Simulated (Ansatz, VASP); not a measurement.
# Cu (Cu(311)): VASP beside Ansatz

Aim: how closely do two programs agree when they are given the same cell, functional and k mesh? The cell is taken from a series of runs on this material, whose earlier steps may have relaxed, scaled, displaced or heated it; both programs get it as it stands.

Method: plane waves, with VASP 6.6.1 beside it; single point at LDA and single point at PBE, in Ansatz 0.2.0.

### Step 1. The structure

The cell holds 12 atoms: 12 Cu. Cell: a = 2.553 Å, b = 4.421 Å, c = 27.973 Å, α = 90.0°, β = 90.0°, γ = 106.8°. Vacuum lies along c.

As a file:

```cif
data_structure
_symmetry_space_group_name_H-M 'P 1'
_symmetry_Int_Tables_number 1
_cell_length_a 2.5527
_cell_length_b 4.4213
_cell_length_c 27.9730
_cell_angle_alpha 90.000
_cell_angle_beta 90.000
_cell_angle_gamma 106.779
_cell_volume 302.27
loop_
_atom_site_label
_atom_site_type_symbol
_atom_site_fract_x
_atom_site_fract_y
_atom_site_fract_z
_atom_site_occupancy
Cu1 Cu 0.63636 0.27273 0.28599 1
Cu2 Cu 0.36364 0.72727 0.32490 1
Cu3 Cu 0.09091 0.18182 0.36381 1
Cu4 Cu 0.81818 0.63636 0.40272 1
Cu5 Cu 0.54545 0.09091 0.44163 1
Cu6 Cu 0.27273 0.54545 0.48054 1
Cu7 Cu 0.00000 0.00000 0.51946 1
Cu8 Cu 0.72727 0.45455 0.55837 1
Cu9 Cu 0.45455 0.90909 0.59728 1
Cu10 Cu 0.18182 0.36364 0.63619 1
Cu11 Cu 0.90909 0.81818 0.67510 1
Cu12 Cu 0.63636 0.27273 0.71401 1
```

### Step 2. VASP: single point, LDA

With cell and atoms fixed, the geometry can't cause a difference; cores, projectors, grids and the points listed under the comparison can.

Lines of VASP's logs that name or quote its potential files are left out, and so is its time.

INCAR reads:

```
SYSTEM = Cu
PREC = Accurate
ENCUT = 520
EDIFF = 1E-06
NELM = 120
ISMEAR = 1
SIGMA = 0.1
LREAL = .FALSE.
ALGO = Normal
GGA = PW92
NBANDS = 81
LASPH = .TRUE.
LORBIT = 11
LWAVE = .FALSE.
LCHARG = .FALSE.
ISIF = 2
LDIPOL = .TRUE.
IDIPOL = 3
DIPOL = 0.5 0.5 0.5
LVHAR = .TRUE.
GGA_COMPAT = .FALSE.
NELMDL = -8
KPAR = 2
```

POSCAR reads:

```
Cu
1.0
    2.5526554801      0.0000000000      0.0000000000
   -1.2763277400      4.2331002232      0.0000000000
    0.0000000000      0.0000000000     27.9730154932
Cu
12
Direct
    0.6363636364      0.2727272727      0.2859899034
    0.3636363637      0.7272727272      0.3249008301
    0.0909090910      0.1818181818      0.3638117567
    0.8181818182      0.6363636364      0.4027226834
    0.5454545455      0.0909090909      0.4416336100
    0.2727272728      0.5454545455      0.4805445367
    0.0000000000      1.0000000000      0.5194554633
    0.7272727273      0.4545454545      0.5583663900
    0.4545454546      0.9090909090      0.5972773166
    0.1818181819      0.3636363636      0.6361882433
    0.9090909091      0.8181818182      0.6750991699
    0.6363636364      0.2727272727      0.7140100966
```

KPOINTS reads:

```
Automatic mesh
0
Gamma
14 14 1
0 0 0
```

PAW data sets: Cu (LDA family, release 64).

Launch:

```sh
$ mpirun -np 2 vasp_std
```

Numbers of over 12 decimals in the logs are rounded to 6 here.

Output:

```text
[banner, memory and clock lines left out]
running    2 mpi-ranks, on    1 nodes
 distrk:  each k-point on    1 cores,    2 groups
 distr:  one band on    1 cores,    1 groups

 POSCAR found type information on POSCAR Cu
 POSCAR found :  1 types and      12 ions
|                                                                             |
|               ----> ADVICE to this user running VASP <----                  |
|                                                                             |
|     You enforced a specific xc type in the INCAR file but a different       |
|     [... a line on the potential file left out ...]
|     I HOPE YOU KNOW WHAT YOU ARE DOING!                                     |
|                                                                             |

 LDA part: xc-table for (Slater(with rela. corr.)+PW92), standard interpolation
 POSCAR, INCAR and KPOINTS ok, starting setup
 FFT: planning ... GRIDC
 FFT: planning ... GRID_SOFT
 FFT: planning ... GRID
 WAVECAR not read
 entering main loop
       N       E                     dE             d eps       ncg     rms          rms(c)
DAV:   1     0.128011575275E+04    0.12801E+04   -0.56994E+04  9242   0.232E+03
DAV:   2     0.132962019230E+03   -0.11472E+04   -0.11101E+04  9234   0.478E+02
DAV:   3    -0.540685083209E+02   -0.18703E+03   -0.17233E+03  9388   0.239E+02
DAV:   4    -0.637425424478E+02   -0.96740E+01   -0.94984E+01 10324   0.769E+01
DAV:   5    -0.639765765449E+02   -0.23403E+00   -0.23369E+00 10722   0.106E+01
DAV:   6    -0.639866356242E+02   -0.10059E-01   -0.10056E-01 12084   0.170E+00
DAV:   7    -0.639871359532E+02   -0.50033E-03   -0.50031E-03 13116   0.325E-01
DAV:   8    -0.639871436589E+02   -0.77057E-05   -0.77055E-05 12628   0.372E-02    0.264E+01
DAV:   9    -0.579074016929E+02    0.60797E+01   -0.12280E+02 10155   0.138E+02    0.142E+01
DAV:  10    -0.532232131634E+02    0.46842E+01   -0.25300E+01 10816   0.889E+01    0.425E+00
DAV:  11    -0.531667843917E+02    0.56429E-01   -0.50750E+00 11656   0.531E+01    0.136E+00
DAV:  12    -0.531864905864E+02   -0.19706E-01   -0.13557E+00 12407   0.216E+01    0.207E+00
DAV:  13    -0.531886796662E+02   -0.21891E-02   -0.68347E-01 10426   0.178E+01    0.162E+00
DAV:  14    -0.531497905940E+02    0.38889E-01   -0.15091E-01 12423   0.556E+00    0.482E-01
[...]
DAV:  24    -0.531471289601E+02   -0.65294E-04   -0.16523E-05 10272   0.660E-02    0.476E-03
DAV:  25    -0.531471399464E+02   -0.10986E-04   -0.27681E-06  7825   0.233E-02    0.235E-03
DAV:  26    -0.531471632908E+02   -0.23344E-04   -0.35971E-06  6891   0.177E-02    0.315E-03
DAV:  27    -0.531471680527E+02   -0.47618E-05   -0.11215E-06  6408   0.152E-02    0.907E-04
DAV:  28    -0.531471777410E+02   -0.96883E-05   -0.11170E-06  6172   0.128E-02    0.127E-03
DAV:  29    -0.531471832281E+02   -0.54871E-05   -0.34911E-07  5822   0.125E-02    0.694E-04
DAV:  30    -0.531471858994E+02   -0.26712E-05   -0.13849E-07  5811   0.460E-03    0.208E-04
DAV:  31    -0.531471867013E+02   -0.80195E-06   -0.72063E-08  5799   0.165E-03
   1 F= -.53147187E+02 E0= -.53146844E+02  d E =-.102792E-02
```

Parts of OUTCAR (step 2):

```text
ion  position               nearest neighbor table
   1  0.636  0.273  0.286-   3 2.55   3 2.55   2 2.55   2 2.55   2 2.55
   2  0.364  0.727  0.325-   3 2.55   3 2.55   3 2.55   4 2.55   4 2.55   1 2.55   1 2.55   1 2.55

  LATTYP: Found a base centered orthorhombic cell.
 ALAT       =     2.5526554801
 B/A-ratio  =     3.3166247903
 C/A-ratio  =    10.9583983077

 Subroutine GETGRP returns: Found  4 space group operations
 (whereof  2 operations were pure point group operations)

The static configuration has the point symmetry C_1h.
 The point group associated with its full space group is C_2h.

 Found     57 irreducible k-points:

   k-points           NKPTS =     57   k-points in BZ     NKDIM =     57   number of bands    NBANDS=     81

   dimension x,y,z NGX =    20 NGY =   36 NGZ =  210
   dimension x,y,z NGXF=    40 NGYF=   72 NGZF=  420

   ENCUT  =  520.0 eV  38.22 Ry    6.18 a.u.   4.75  8.22 52.01*2*pi/ulx,y,z

   NELECT =     132.0000    total number of electrons

 k-points in reciprocal lattice and weights: Automatic mesh
   0.00000000  0.00000000  0.00000000       0.005
   0.07142857 -0.00000000  0.00000000       0.020
   0.14285714 -0.00000000  0.00000000       0.020
   0.21428571  0.00000000  0.00000000       0.020
   0.28571429  0.00000000  0.00000000       0.020
   0.35714286  0.00000000  0.00000000       0.020
   0.42857143  0.00000000  0.00000000       0.020
   0.50000000 -0.00000000  0.00000000       0.010
   0.00000000  0.07142857  0.00000000       0.010
[...]
0.14285714  0.42857143  0.00000000       0.010
   0.00000000  0.50000000  0.00000000       0.005

 dipolmoment           0.000000      0.000000     -0.000000 electrons x Angstroem

 average (electrostatic) potential at core
       1 -70.4761       2 -70.8000       3 -70.9963       4 -70.9925       5 -70.9841
       6 -70.9922       7 -70.9922       8 -70.9841       9 -70.9925      10 -70.9963
      11 -70.8000      12 -70.4761

 E-fermi :   0.9275

 k-point     1 :       0.0000    0.0000    0.0000
  band No.  band energies     occupation
    ...
     63      -0.5645      2.00000
     64      -0.5498      2.00000
     65      -0.5457      2.00000
     66       0.1172      2.00000
     67       0.5806      2.00001
     68       1.4193     -0.00000
     69       1.6218     -0.00000
     70       2.7269     -0.00000
     71       3.0116      0.00000
     72       3.7614      0.00000
    ...

 k-point     2 :       0.0714   -0.0000    0.0000
  band No.  band energies     occupation
    ...
     63      -0.6086      2.00000
     64      -0.5783      2.00000
     65      -0.5127      2.00000
     66       0.2841      2.00000
     67       0.8752      1.76507
     68       1.5765     -0.00000
     69       1.7635     -0.00000
     70       2.7971     -0.00000
     71       3.1559      0.00000
     72       3.8524      0.00000
    ...

 k-point     3 :       0.1429   -0.0000    0.0000
  band No.  band energies     occupation
    ...
     62      -0.6896      2.00000
     63      -0.6142      2.00000
     64      -0.6073      2.00000
     65      -0.2339      2.00000
     66       0.6757      2.00214
     67       1.4034     -0.00000
     68       2.0053     -0.00000
     69       2.0696     -0.00000
     70       2.9849      0.00000
     71       3.5774      0.00000
    ...

  Total      -12.6172258    -12.1054558    -10.3257393     -0.0000000      0.0640424      0.0000000
  in kB      -66.8781754    -64.1655153    -54.7320479     -0.0000000      0.3394599      0.0000000
  external PRESSURE =     -61.9252462 kB  Pullay stress =       0.0000000 kB

  energy-cutoff  :      520.00
  volume of cell :      302.27
      direct lattice vectors                 reciprocal lattice vectors
     2.552655480  0.000000000  0.000000000     0.391748909  0.118116740  0.000000000
    -1.276327740  4.233100223  0.000000000     0.000000000  0.236233481  0.000000000
     0.000000000  0.000000000 27.973015493     0.000000000  0.000000000  0.035748738

 POSITION                                       TOTAL-FORCE (eV/Angst)
 -----------------------------------------------------------------------------------
      1.27633      1.15448      8.00000         0.000000      0.050367      0.996989
      0.00000      3.07862      9.08846        -0.000000     -0.046394     -0.022421
      0.00000      0.76965     10.17691        -0.000000     -0.054220     -0.228388
      1.27633      2.69379     11.26537         0.000000      0.028210      0.072491
      1.27633      0.38483     12.35382         0.000000      0.012730     -0.051874
      0.00000      2.30896     13.44228         0.000000      0.010914      0.037690
      0.00000      0.00000     14.53074        -0.000000     -0.010914     -0.037690
      1.27633      1.92414     15.61919        -0.000000     -0.012730      0.051874
      0.00000      3.84827     16.70765        -0.000000     -0.028210     -0.072491
      0.00000      1.53931     17.79610         0.000000      0.054220      0.228388
      1.27633      3.46345     18.88456         0.000000      0.046394      0.022421
      1.27633      1.15448     19.97302        -0.000000     -0.050367     -0.996989
 -----------------------------------------------------------------------------------
    total drift:                                0.000056     -0.000144     -0.000141

  FREE ENERGIE OF THE ION-ELECTRON SYSTEM (eV)
  ---------------------------------------------------
  free  energy   TOTEN  =       -53.1471867013 eV

  energy  without entropy=      -53.1461587845  energy(sigma->0) =      -53.14684406

 vacuum level on the upper side and lower side of the slab         5.679         5.679

 total charge
# of ion       s       p       d       tot
------------------------------------------
    1        0.449   0.220   9.228   9.898
    2        0.447   0.326   9.188   9.962
    3        0.450   0.381   9.180  10.011
    4        0.451   0.385   9.180  10.016
    5        0.452   0.386   9.179  10.018
    6        0.453   0.386   9.178  10.017
    7        0.453   0.386   9.178  10.017
    8        0.452   0.386   9.179  10.018
    9        0.451   0.385   9.180  10.016
   10        0.450   0.381   9.180  10.011
   11        0.447   0.326   9.188   9.962
   12        0.449   0.220   9.228   9.898
--------------------------------------------------
tot          5.405   4.170 110.267 119.842

[... 3 further parts left out ...]
```

### Step 3. Ansatz: single point, LDA

Ansatz runs on its default PAW (the set named soft_2) files.

The same cell, functional (in two slightly different forms), mesh and smearing now go to Ansatz, which takes its cutoff from its data sets.

input.yaml reads:

```yaml
crystal:
  lattice:
    - [2.5526554801, 0.0, 0.0]
    - [-1.27632774, 4.2331002232, 0.0]
    - [0.0, 0.0, 27.9730154932]
  atoms:
    - { symbol: Cu, position: [0.6363636364, 0.2727272727, 0.2859899034] }
    - { symbol: Cu, position: [0.3636363636, 0.7272727273, 0.3249008301] }
    - { symbol: Cu, position: [0.0909090909, 0.1818181818, 0.3638117567] }
    - { symbol: Cu, position: [0.8181818182, 0.6363636364, 0.4027226834] }
    - { symbol: Cu, position: [0.5454545455, 0.0909090909, 0.44163361] }
    - { symbol: Cu, position: [0.2727272727, 0.5454545455, 0.4805445367] }
    - { symbol: Cu, position: [0.0, 0.0, 0.5194554633] }
    - { symbol: Cu, position: [0.7272727273, 0.4545454545, 0.55836639] }
    - { symbol: Cu, position: [0.4545454545, 0.9090909091, 0.5972773166] }
    - { symbol: Cu, position: [0.1818181818, 0.3636363636, 0.6361882433] }
    - { symbol: Cu, position: [0.9090909091, 0.8181818182, 0.6750991699] }
    - { symbol: Cu, position: [0.6363636364, 0.2727272727, 0.7140100966] }
hamiltonian:
  xc: lda
kpoints:
  mp_grid: { grid: [14, 14, 1] }
scf:
  occupations: { method: methfessel_paxton, width: 0.1 }
  convergence: { dr2_threshold: 1.0e-09 }
efield:
  axis: 3
  dipole_correction: true
output:
  write_potential: true
  write_density: true
  volumetric_format: npy
```

Launch:

```sh
$ ansatz run input.yaml --threads 4 --pin off --max-ram 8192MiB --backend cpu --events-out ev --progress --plain --runs-dir out
```

Output:

```text
Engine: ansatz 0.2.0, aarch64-unknown-linux-gnu
Pseudopotentials: kind: paw
Pseudopotential: Cu, paw, valence charge 19, recommended cutoff 420 eV (normal), Cu.paw.azcp
Functional definition: SPW92
  exchange = slater_x
  correlation = pw_c
Crystal: 12 atoms, lattice volume = 302.267 Å³
Basis set: ecut = 420 eV, 5975 PW (Γ)
Bands: 137, of which v1, the nominal top of the filled ones, is band 114 counted from 1 (113 counted from 0)
Symmetry: 2 space group operations
k-points: 57 of 196 (time reversal used)
Non-local potential: Cu, projectors of the file, l = 0: 3, l = 1: 2, l = 2: 3, l = 3: 1
PAW form: soft (Blöchl's): semilocal exchange-correlation on the pseudo side does not see the compensation charge
PAW frozen core: Cu, regenerated for the run's functional, and the local potential with it (the file was generated under x = pbe(κ = 0.804, μ = 0.219515), c = pbe(β = 0.066725))
PAW one-centre angular grid: Cu, 590 points (default); XC on 64 Gauss nodes
Initial density: superposition of atomic densities (neutral atoms: chi_scale 0, normalization atom), corrected by the library's trained network
Initial wavefunctions: pseudopotential atomic-orbital guess
Functional: x = slater, c = lda
SCF iter   1: F=—  HF=-78665.331929 eV  |F-HF|=—  |Δ(HF+E_count)|=         —  Δρ=1.63e-2  dr2=4.97e-1  ethr=1.77e-3  p=-0.000 e·Å  D=-3.31e-13 V/Å  ΔV_dip=0.00 eV  dr2_dipole=1.39e-8  V_vac-E_F(+/−)=4.66/4.66 eV  ⟨swp⟩=6.6  Hψ=30865  notcnv=0  defer=416
efield: sawtooth ramp at fractional position 0.9500 (placed from the atoms, in the widest stretch of the axis that holds none; the zero of the levels goes with the place), width 0.1000; the density the first Hamiltonian is built on has a dipole p = -0.000 e·Å; the dipole correction subtracts the counter field D = -3.31e-13 V/Å, which shifts the + side's vacuum level by +0.00 eV against the − side's; the planar-averaged density in the ramp window peaks in size at 1.2e-5 e/Å³
preconditioner: auto → LDOS  [metal: Δε(μ)=0.012 eV  Ē_g=8.562 eV  σ=0.100 eV  W_gap=0.10  n_scr=72 (ndim 8)  ℏωp=24.5 eV  f_vac=0.498  D(μ)=4.28/eV (n_scr^D=24)  β→1.0]
SCF iter   2: F=—  HF=-78666.228967 eV  |F-HF|=—  |Δ(HF+E_count)|=   8.97e-1  S|Δr|=    0.00e0  Δρ=4.71e-2  dr2=3.61e0  ethr=2.18e-4  p=0.000 e·Å  D=2.10e-6 V/Å  ΔV_dip=-0.00 eV  dr2_dipole=6.52e-8  V_vac-E_F(+/−)=4.92/4.92 eV  ⟨swp⟩=3.0  Hψ=19018  notcnv=0  defer=928  recentre
SCF iter   3: F=—  HF=-78665.249242 eV  |F-HF|=—  |Δ(HF+E_count)|=   9.80e-1  S|Δr|=    0.00e0  Δρ=2.77e-3  dr2=2.20e-2  ethr=2.18e-4  p=-0.000 e·Å  D=-5.19e-6 V/Å  ΔV_dip=0.00 eV  dr2_dipole=3.33e-9  V_vac-E_F(+/−)=4.75/4.75 eV  ⟨swp⟩=2.7  Hψ=15808  notcnv=0  defer=938
SCF iter   4: F=—  HF=-78665.245991 eV  |F-HF|=—  |Δ(HF+E_count)|=   3.25e-3  S|Δr|=    0.00e0  Δρ=1.75e-3  dr2=6.24e-3  ethr=9.67e-6  p=0.000 e·Å  D=7.57e-6 V/Å  ΔV_dip=-0.00 eV  dr2_dipole=7.09e-8  V_vac-E_F(+/−)=4.77/4.77 eV  ⟨swp⟩=2.5  Hψ=12715  notcnv=0  defer=928
SCF iter   5: F=—  HF=-78665.244919 eV  |F-HF|=—  |Δ(HF+E_count)|=   1.07e-3  S|Δr|=    0.00e0  Δρ=2.57e-4  dr2=1.14e-4  ethr=2.74e-6  p=0.000 e·Å  D=4.12e-7 V/Å  ΔV_dip=-0.00 eV  dr2_dipole=8.10e-8  V_vac-E_F(+/−)=4.77/4.77 eV  ⟨swp⟩=2.0  Hψ=10427  notcnv=0  defer=928
SCF iter   6: F=—  HF=-78665.244939 eV  |F-HF|=—  |Δ(HF+E_count)|=   2.00e-5  S|Δr|=    0.00e0  Δρ=1.59e-4  dr2=5.55e-5  ethr=5.00e-8  p=0.000 e·Å  D=7.13e-7 V/Å  ΔV_dip=-0.00 eV  dr2_dipole=3.32e-10  V_vac-E_F(+/−)=4.78/4.78 eV  ⟨swp⟩=3.0  Hψ=15145  notcnv=0  defer=928
SCF iter   7: F=—  HF=-78665.244947 eV  |F-HF|=—  |Δ(HF+E_count)|=   8.33e-6  S|Δr|=    0.00e0  Δρ=6.38e-5  dr2=1.05e-5  ethr=2.43e-8  p=0.000 e·Å  D=2.16e-8 V/Å  ΔV_dip=-0.00 eV  dr2_dipole=6.20e-9  V_vac-E_F(+/−)=4.78/4.78 eV  ⟨swp⟩=2.0  Hψ=10453  notcnv=0  defer=928
SCF iter   8: F=—  HF=-78665.245093 eV  |F-HF|=—  |Δ(HF+E_count)|=   1.46e-4  S|Δr|=    0.00e0  Δρ=1.88e-5  dr2=7.03e-7  ethr=4.62e-9  p=0.000 e·Å  D=1.94e-7 V/Å  ΔV_dip=-0.00 eV  dr2_dipole=4.92e-10  V_vac-E_F(+/−)=4.78/4.78 eV  ⟨swp⟩=2.0  Hψ=10609  notcnv=0  defer=928
SCF iter   9: F=—  HF=-78665.245094 eV  |F-HF|=—  |Δ(HF+E_count)|=   1.07e-6  S|Δr|=    0.00e0  Δρ=9.08e-6  dr2=1.79e-7  ethr=3.08e-10  p=-0.000 e·Å  D=-1.24e-7 V/Å  ΔV_dip=0.00 eV  dr2_dipole=2.70e-10  V_vac-E_F(+/−)=4.78/4.78 eV  ⟨swp⟩=2.1  Hψ=10977  notcnv=0  defer=928
SCF iter  10: F=—  HF=-78665.245094 eV  |F-HF|=—  |Δ(HF+E_count)|=   3.54e-7  S|Δr|=    0.00e0  Δρ=4.09e-6  dr2=3.32e-8  ethr=7.84e-11  p=0.000 e·Å  D=1.30e-7 V/Å  ΔV_dip=-0.00 eV  dr2_dipole=9.25e-12  V_vac-E_F(+/−)=4.78/4.78 eV  ⟨swp⟩=2.0  Hψ=10619  notcnv=0  defer=928
SCF iter  11: F=—  HF=-78665.245095 eV  |F-HF|=—  |Δ(HF+E_count)|=   1.82e-8  S|Δr|=    0.00e0  Δρ=1.29e-6  dr2=4.14e-9  ethr=1.46e-11  p=-0.000 e·Å  D=-1.32e-7 V/Å  ΔV_dip=0.00 eV  dr2_dipole=8.69e-12  V_vac-E_F(+/−)=4.78/4.78 eV  ⟨swp⟩=2.0  Hψ=10620  notcnv=0  defer=928
[...]
WARN: The output density's exchange-correlation potential varies sharply where the density is thin. Do not read a vacuum level from v_tot or v_xc, or from such a field of the output density. On a cell that repeats whose density bears no net charge and no dipole along the vacuum's axis use v_es (v_loc + v_h of the components); under efield.dipole_correction with no amplitude use v_es + v_field, which holds any externa [...]
SCF converged after 13 iterations
Stability not checked: this state was not tested for a lower state beside it, because cold or Methfessel-Paxton smearing, or corrected tetrahedra, fill the levels in a way that the test cannot read (fill_not_monotonic; see scf.lower_state_search)
Free energy (F): -78665.245095 eV
Harris-Foulkes:  -78665.245095 eV  (|F-HF|=3.93e-10)
Internal energy: -78665.244255 eV  (E = F + TS)
E sigma→0 (E₀):  -78665.244885 eV
Entropy (-TS):   -0.000840 eV (-0.070 meV/atom)
Fermi energy:    5.126501 eV
Dipole field:    D = -0.000000 V/Å  (p = -0.000000 e·Å, saw-weighted, corrected)
Work function:   Φ+ = 4.7802 eV   Φ− = 4.7802 eV
Levels:          The Fermi level and band energies are counted from a zero that moves with the ramp; work functions are not
--- Per-component energies (eV) ---
  E_band       = -6885.214264
  E_kinetic    = 3602.961470
  E_local      = -627246.226127  (includes V_loc(G=0)·N_el)
  E_nonlocal   = 4741.591608
  E_hartree    = 309420.439748
  E_xc         = -1062.967052
  E_vxc        = -1378.510160  (∫ρ·V_xc dr)
  E_paw        = -19130.406273  (= ΣΔE_a)
  E_vpaw       = -5445.920674  (= ΣTr[D̂ρ^β])
  E_aug_tail   = 0.002483  (compensation charges beyond the density's cutoff)
  E_efield     = 0.000000  (sawtooth field / dipole correction)
  E_vefield    = 0.000000  (∫n·V_field dr)
  E_ewald      = 251003.963966
  E_core_change = 5.395921  (= ΣΔE_core)
  E_smearing   = -0.000840  (= −TS)
  E_closure    = 0.000000  (closes the sum)
  Σ components = -78665.245095   (vs F -78665.245095, Δ=0.00e0)
--- Band table (eV; the first three rows and the last of 57) ---
  k-point 0: bands = [... 110 lower, 3.6820, 3.6969, 3.7010, 4.3279, 4.7533, 5.6167, 5.8056, 6.9144, ... 19 higher]
  k-point 1: bands = [... 110 lower, 3.6814, 3.6988, 3.7045, 4.3291, 4.5303, 5.5190, 5.6237, 6.5927, ... 19 higher]
  k-point 2: bands = [... 110 lower, 3.6799, 3.7072, 3.7119, 4.0851, 4.3364, 4.9641, 5.6204, 5.9435, ... 19 higher]
  k-point 56: bands = [... 110 lower, 5.3181, 5.7808, 5.8329, 6.0996, 6.1522, 6.5115, 6.6103, 7.3030, ... 19 higher]
```

### Step 4. Differences

Known differences besides the potentials themselves: the data sets hold 228 valence electrons in Ansatz (on its default PAW (the set named soft_2) files) and 132 in VASP; the cutoff is 420 eV in Ansatz and 520 eV in VASP; VASP's log shows a relativistic correction to its local exchange, Ansatz's none. Total energies have different zeros and are not compared.

The two programs side by side:

```csv
quantity,Ansatz,VASP,difference
"work function, lower of the two faces (eV)",4.78,4.75,+0.03
"work function, higher of the two faces (eV)",4.78,4.75,+0.03
```

With vacuum in the cell, a pressure given here is an average over mostly empty space and none of the material.

(Continued in part 2 of 2.)

[Lines on the potential files, build, host, timing and source positions are cut from VASP's logs without a mark.]

[Logs are printed without paths, hosts, clocks, repeated set-up lines and the standing remarks that a program may print on its own settings, such as how far it seeks lower states.]

[Hosts, paths, dates, database ids (printed as entryN), source tags and the programs' standing remarks are cut or masked in the printed files.]
